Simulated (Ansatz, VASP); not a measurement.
# Cross-check of LiF (Griceite) between VASP and Ansatz, part 2 of 2

Aim: how closely do two programs agree when they are given the same cell, functional and k mesh? The cell is taken from a series of runs on this material, whose earlier steps may have relaxed, scaled, displaced or heated it; both programs get it as it stands.

VASP 6.6.1 and Ansatz 0.2.0.

So far: The structure; VASP: zone-centre phonons, LDA.

### Step 3. Ansatz: zone-centre phonons, LDA

Level of this step: Ansatz beside VASP: Kohn-Sham DFT, plane waves, LDA (Ansatz).

Ansatz runs on its default PAW (the set named soft_2) files.

The same cell, functional (in two slightly different forms) and mesh now go to Ansatz, which takes its cutoff from its data sets.

Contents of input.yaml:

```yaml
crystal:
  lattice:
    - [0.0, 1.9738067118, 1.9738067118]
    - [1.9738067118, 0.0, 1.9738067118]
    - [1.9738067118, 1.9738067118, 0.0]
  atoms:
    - { symbol: Li, position: [0.0, 0.0, 0.0] }
    - { symbol: F, position: [0.5, 0.5, 0.5] }
kpoints:
  mp_grid: { grid: [12, 12, 12] }
hamiltonian:
  xc: lda
scf:
  occupations: { method: fixed }
  lower_state_search: "off"
output:
  eigenvalues: true
phonons:
  method: dfpt
  dielectric: true
  rigid_motions: translations
  qmesh: [4, 4, 4]
  temperatures: { t_max: 1000, t_step: 50 }
  qpath:
    path:
      - [[0.0, 0.0, 0.0], [0.5, 0.0, 0.5], [0.625, 0.25, 0.625]]
      - [[0.375, 0.375, 0.75], [0.0, 0.0, 0.0], [0.5, 0.5, 0.5], [0.5, 0.25, 0.75], [0.5, 0.0, 0.5]]
    npoints: 10
```

Command:

```sh
$ ansatz run input.yaml --threads 4 --pin off --max-ram 16384MiB --backend cpu --events-out ev --progress --plain --runs-dir out
```

Numbers of over 12 decimals in the logs are rounded to 6 here.

What it wrote:

```text
Engine: ansatz 0.2.0, aarch64-unknown-linux-gnu
Pseudopotentials: kind: paw
Pseudopotential: Li, paw, valence charge 3, recommended cutoff 420 eV (normal), Li.paw.azcp
Pseudopotential: F, paw, valence charge 7, recommended cutoff 420 eV (normal), F.paw.azcp
Functional definition: SPW92
  exchange = slater_x
  correlation = pw_c
Crystal: 2 atoms, lattice volume = 15.380 Å³
Basis set: ecut = 420 eV, 307 PW (Γ), exchange–correlation on 40×40×40 points (8 copies of the dense FFT grid, shifted against one another)
Bands: 9, of which v1, the nominal top of the filled ones, is band 5 counted from 1 (4 counted from 0)
Symmetry: 48 space group operations
k-points: 163 of 1728 (irreducible under 8 space group operations, time reversal used)
Non-local potential: Li, projectors of the file, l = 0: 3, l = 1: 2, l = 2: 1
Non-local potential: F, projectors of the file, l = 0: 2, l = 1: 2, l = 2: 1
PAW form: soft (Blöchl's): semilocal exchange-correlation on the pseudo side does not see the compensation charge
PAW frozen core: F, regenerated for the run's functional, and the local potential with it (the file was generated under x = pbe(κ = 0.804, μ = 0.219515), c = pbe(β = 0.066725))
PAW one-centre angular grid: Li, 110 points (default); XC on 64 Gauss nodes
PAW one-centre angular grid: F, 110 points (default); XC on 64 Gauss nodes
Initial density: superposition of atomic densities (neutral atoms: chi_scale 0, normalization atom), corrected by the library's trained network
Initial wavefunctions: pseudopotential atomic-orbital guess
Functional: x = slater, c = lda
SCF iter   1: F=—  HF=-998.714794 eV  |F-HF|=—  |Δ(HF+E_count)|=         —  Δρ=2.21e-2  dr2=5.04e-2  ethr=1.77e-3  ⟨swp⟩=3.9  Hψ=7933  notcnv=0  defer=292
preconditioner: auto → none  [insulator: Δε(μ)=9.179 eV  Ē_g=22.661 eV  n_scr=0 (ndim 8)  ℏωp=26.8 eV  f_vac=0.000  ε∞_Penn≈2.4]
SCF iter   2: F=—  HF=-998.696424 eV  |F-HF|=—  |Δ(HF+E_count)|=   1.84e-2  Δρ=9.77e-3  dr2=5.66e-3  ethr=5.04e-4  ⟨swp⟩=3.0  Hψ=3750  notcnv=0  defer=318
SCF iter   3: F=—  HF=-998.693805 eV  |F-HF|=—  |Δ(HF+E_count)|=   2.62e-3  Δρ=2.10e-3  dr2=3.48e-4  ethr=5.66e-5  ⟨swp⟩=2.6  Hψ=2379  notcnv=0  defer=320
SCF iter   4: F=—  HF=-998.693447 eV  |F-HF|=—  |Δ(HF+E_count)|=   3.59e-4  Δρ=3.78e-4  dr2=8.13e-6  ethr=3.48e-6  ⟨swp⟩=2.0  Hψ=2410  notcnv=0  defer=314
SCF iter   5: F=—  HF=-998.693437 eV  |F-HF|=—  |Δ(HF+E_count)|=   9.28e-6  Δρ=4.45e-5  dr2=2.37e-7  ethr=8.13e-8  ⟨swp⟩=2.0  Hψ=1630  notcnv=0  defer=9
SCF iter   6: F=—  HF=-998.693437 eV  |F-HF|=—  |Δ(HF+E_count)|=   5.93e-7  Δρ=1.75e-6  dr2=2.98e-10  ethr=2.37e-9  ⟨swp⟩=2.1  Hψ=2280  notcnv=0
SCF iter   7: F=-998.693437 eV  HF=-998.693437 eV  |F-HF|=1.25e-12  |Δ(HF+E_count)|=  1.40e-10  Δρ=1.78e-7  dr2=2.20e-12  ethr=1.00e-12  ⟨swp⟩=5.9  Hψ=6531  notcnv=0
SCF 1 converged in 7 iterations: F = -998.693437 eV  dr2 = 2.20e-12
  greatest PAW one-centre occupation: 1.000 electrons in one spin orbital (limit 2), on the Li atom at site 0 (counted from 0), in its partial waves of l = 0
NSCF: frozen V_eff on 1 k-points
DFPT response loops at Γ: preconditioner auto → none (the input reference at scf.mixing.eps_inf says where Resta's filter doesn't serve); β = 0.50; Broyden in place of MSR1
NSCF: frozen V_eff on 72 k-points
NSCF: frozen V_eff on 1872 k-points
DFPT response loops at q = (0, 0, 0.25) (fractional): mixed as the last ones told, above
NSCF: frozen V_eff on 952 k-points
DFPT response loops at q = (0, 0, -0.5) (fractional): mixed as the last ones told, above
NSCF: frozen V_eff on 1020 k-points
DFPT response loops at q = (0, 0.25, 0.25) (fractional): mixed as the last ones told, above
NSCF: frozen V_eff on 3456 k-points
DFPT response loops at q = (0, 0.25, -0.5) (fractional): mixed as the last ones told, above
NSCF: frozen V_eff on 1872 k-points
DFPT response loops at q = (0, 0.25, -0.25) (fractional): mixed as the last ones told, above
NSCF: frozen V_eff on 560 k-points
DFPT response loops at q = (0, -0.5, -0.5) (fractional): mixed as the last ones told, above
NSCF: frozen V_eff on 1020 k-points
DFPT response loops at q = (0.25, -0.5, -0.25) (fractional): mixed as the last ones told, above
SCF converged after 7 iterations
Free energy (F): -998.693437 eV
Harris-Foulkes:  -998.693437 eV  (|F-HF|=1.25e-12)
Internal energy: -998.693437 eV  (E = F + TS)
E sigma→0 (E₀):  -998.693437 eV
Fermi energy:    1.088292 eV
--- Per-component energies (eV) ---
  E_band       = -114.386214
  E_kinetic    = 229.374474
  E_local      = -621.592624  (includes V_loc(G=0)·N_el)
  E_nonlocal   = 42.999999
  E_hartree    = 215.059605
  E_xc         = -89.834676
  E_vxc        = -116.416589  (∫ρ·V_xc dr)
  E_paw        = -206.340864  (= ΣΔE_a)
  E_vpaw       = -78.872826  (= ΣTr[D̂ρ^β])
  E_aug_tail   = 0.002103  (compensation charges beyond the density's cutoff)
  E_ewald      = -568.474705
  E_core_change = 0.113252  (= ΣΔE_core)
  E_smearing   = -0.000000  (= −TS)
  E_closure    = -0.000000  (closes the sum)
  Σ components = -998.693437   (vs F -998.693437, Δ=0.00e0)
--- Band table (eV; the first three rows and the last of 163) ---
  k-point 0: bands = ["-38.4994", "-18.6632", "1.0877", "1.0877", "1.0877", "10.4939", "25.3221", "25.3221", "25.3221"]
  k-point 1: bands = ["-38.4935", "-18.6334", "0.8662", "1.0696", "1.0696", "10.6947", "23.0020", "24.2537", "24.2537"]
  k-point 2: bands = ["-38.4772", "-18.5498", "0.2997", "1.0209", "1.0209", "11.1710", "20.7297", "22.9384", "22.9384"]
  k-point 162: bands = ["-38.3863", "-17.8790", "-1.2587", "-1.2587", "0.2177", "16.2258", "16.2258", "18.6762", "20.8282"]
--- Phonons (Γ-DFPT): 2 representative perturbations + reference, on 163 of 1728 k-points (Σ response iterations 7) ---
  k mesh reduced under 8 symmetry operations, with k and −k counted as one. Each operation leaves every solved perturbation unchanged. A smaller set is not considered because the run solves the response to a homogeneous field
  ASR residual: 7.385e-5 → 0.000e0 eV/Å²; symmetrization residual: 6.760e-7 eV/Å²
  ASR residual per site (eV/Å²): 1.15e-5 7.39e-5
  Γ frequencies (cm⁻¹): 0.00 0.00 0.00 312.93 312.93 312.93
  ε∞ (high-frequency dielectric tensor):
        2.109368    -0.000000    -0.000000
       -0.000000     2.109368    -0.000000
        0.000000     0.000000     2.109368
  ε⁰ (static dielectric tensor: ions relaxed, cell fixed):
        9.112168     0.000000    -0.000000
        0.000000     9.112168    -0.000000
       -0.000000    -0.000000     9.112168
  ε⁰ − ε∞ (ionic part):
        7.002801     0.000000    -0.000000
        0.000000     7.002801    -0.000000
       -0.000000    -0.000000     7.002801
  softest optical mode at Γ: 312.93 cm⁻¹; the repairs (sum rule, projections) moved no ω² at Γ by more than (1.10 cm⁻¹)²
  Born effective charges Z* (e; rows j = field, columns β = displacement):
    site 0:
         1.04380    0.00000   -0.00000
        -0.00000    1.04380    0.00000
         0.00000   -0.00000    1.04380
    site 1:
        -1.04380   -0.00000    0.00000
         0.00000   -1.04380   -0.00000
         0.00000    0.00000   -1.04380
  Z* charge neutrality: 2.210e-7 e pre-enforcement
  k-mesh period / interband length: 33.5 Å / 0.79 Å = 42.47 at k = (0.0000, 0.0000, -0.5000), direct gap 10.967 eV — 14 or more, which is no proof of convergence
  optical modes at Γ without the LO–TO term, one row a degenerate level:
      ω (cm⁻¹)  modes    IR ((D/Å)²/amu)
        312.93      3            14.8349
  optical modes at Γ + LO–TO along q̂ = [1.0000, 0.0000, 0.0000]:
      ω (cm⁻¹)  modes    IR ((D/Å)²/amu)
        312.93      2             9.8899
        650.41      1             4.9450
  optical modes at Γ + LO–TO along q̂ = [0.0000, 1.0000, 0.0000]:
      ω (cm⁻¹)  modes    IR ((D/Å)²/amu)
        312.93      2             9.8899
        650.41      1             4.9450
  optical modes at Γ + LO–TO along q̂ = [0.0000, 0.0000, 1.0000]:
      ω (cm⁻¹)  modes    IR ((D/Å)²/amu)
        312.93      2             9.8899
        650.41      1             4.9450
--- Phonons (arbitrary-q DFPT): 8 irreducible q on the 4×4×4 mesh ---
  q = [0.0000, 0.0000, 0.0000] (star 1, of the zone-centre solve; hermiticity 7.39e-7, symmetrization 2.38e-14): -0.00 -0.00 0.00 312.93 312.93 312.93
  q = [0.0000, 0.0000, 0.2500] (star 8, 2 solved perturbations on 936 of 1728 k-point pairs; hermiticity 1.17e-7, symmetrization 2.12e-13): 145.26 145.26 259.66 308.80 308.80 634.15
  q = [0.0000, 0.0000, -0.5000] (star 4, 2 solved perturbations on 476 of 1728 k-point pairs; hermiticity 3.47e-9, symmetrization 1.73e-9): 216.77 216.77 295.84 295.84 384.03 608.60
  q = [0.0000, 0.2500, 0.2500] (star 6, 4 solved perturbations in 1608 linear systems a pass and spin channel, the states on 510 of 1728 k-point pairs; hermiticity 5.94e-8, symmetrization 3.61e-14): 180.27 180.27 260.27 331.28 331.28 564.01
  q = [0.0000, 0.2500, -0.5000] (star 24, 4 solved perturbations in 5328 linear systems a pass and spin channel, the states on 1728 of 1728 k-point pairs; hermiticity 1.41e-7, symmetrization 5.73e-9): 232.52 274.07 324.81 345.65 359.00 512.73
  q = [0.0000, 0.2500, -0.2500] (star 12, 4 solved perturbations in 2892 linear systems a pass and spin channel, the states on 936 of 1728 k-point pairs; hermiticity 1.59e-7, symmetrization 5.35e-14): 210.51 270.69 299.98 322.44 364.48 550.80
  q = [0.0000, -0.5000, -0.5000] (star 3, 4 solved perturbations in 886 linear systems a pass and spin channel, the states on 280 of 1728 k-point pairs; hermiticity 1.58e-7, symmetrization 5.02e-10): 248.01 248.01 350.10 350.10 355.19 467.83
  q = [0.2500, -0.5000, -0.2500] (star 6, 4 solved perturbations in 1544 linear systems a pass and spin channel, the states on 510 of 1728 k-point pairs; hermiticity 1.88e-7, symmetrization 7.35e-9): 275.67 319.76 319.76 378.11 405.65 405.65
  sum rule: each row above includes the acoustic sum rule's correction from the zone centre's row sums; it moved no ω² by more than (1.03 cm⁻¹)²
  mesh force constants: q→R imaginary residual 1.26e-18; ASR residual 7.385e-5 → 0.000e0 eV/Å²; symmetrization residual 2.665e-15 eV/Å²
  interpolated dispersion: 63 rows × 6 modes
  density of states and harmonic sums: on the 28×28×28 q-mesh, interpolated from the force constants of a 4×4×4 supercell (with the dipole–dipole term)
  largest difference from the sums on the solved wave vectors: F 8.34e-3 eV, S 1.24e-5 and C_V 3.96e-6 eV/K
  zero-point energy: 0.123130 eV/cell   skipped modes (ω ≤ 0): 3   left out of the sums: 2.28e-5 of the cell's modes: C_V's classical limit lies that fraction below 3 k_B per atom; for a crystal, a wire or a layer, F and S can be off by more, and a phonons.interpolated_qmesh denser along its periods is the remedy for the sampling
```

In the SCF lines HF is the Harris–Foulkes energy and dr2 the Hartree energy of the density residual, in eV; the loop may stop once dr2 is under the threshold and the program's other checks hold. Hψ counts applications of the Hamiltonian.

### Step 4. Comparison

Known differences besides the potentials themselves: the two LDA forms differ slightly; fixed occupations in Ansatz, narrow Gaussian smearing in VASP; VASP's run holds the zone centre alone; the cutoff is 420 eV in Ansatz and 750 eV in VASP; VASP's log shows a relativistic correction to its local exchange, Ansatz's none. Total energies have different zeros and are not compared.

Both answers:

```
                                     quantity  Ansatz   VASP  difference
                                        ε∞ xx    2.11   2.10     +0.32 %
                                        ε∞ yy    2.11   2.10     +0.32 %
                                        ε∞ zz    2.11   2.10     +0.32 %
Born charge of Li1 (mean of the diagonal) (e)    1.04   1.04        0.00
 Born charge of F2 (mean of the diagonal) (e)   -1.04  -1.04        0.00
                   optical mode 1 to 3 (cm⁻¹)   312.9  317.9     -1.58 %
```

Modes are paired by rising frequency, not by their patterns, so a pair may set unlike modes beside each other; they are those without the splitting of longitudinal modes.

### Step 5. What came out

- r.m.s. difference of the optical zone-centre modes, each program's sorted by frequency (zone-centre phonons, LDA): 5.0 cm⁻¹
- difference in optical mode 1 to 3 (zone-centre phonons, LDA): -1.6 %

In words: The r.m.s. difference of the optical zone-centre modes, each program's sorted by frequency is 5.0 cm⁻¹ (zone-centre phonons, LDA). Among the rows given in per cent, the largest difference of the zone-centre phonons, LDA pair is in optical mode 1 to 3, -1.6 %. Such differences can come from data sets, numerical settings and the points named under the comparisons, not from the functional's error against experiment.

[Lines on the potential files, build, host, timing and source positions are cut from VASP's logs without a mark.]

[Logs are printed without paths, hosts, clocks, repeated set-up lines and the standing remarks that a program may print on its own settings, such as how far it seeks lower states.]

[Hosts, paths, dates, database ids (printed as entryN), source tags and the programs' standing remarks are cut or masked in the printed files.]
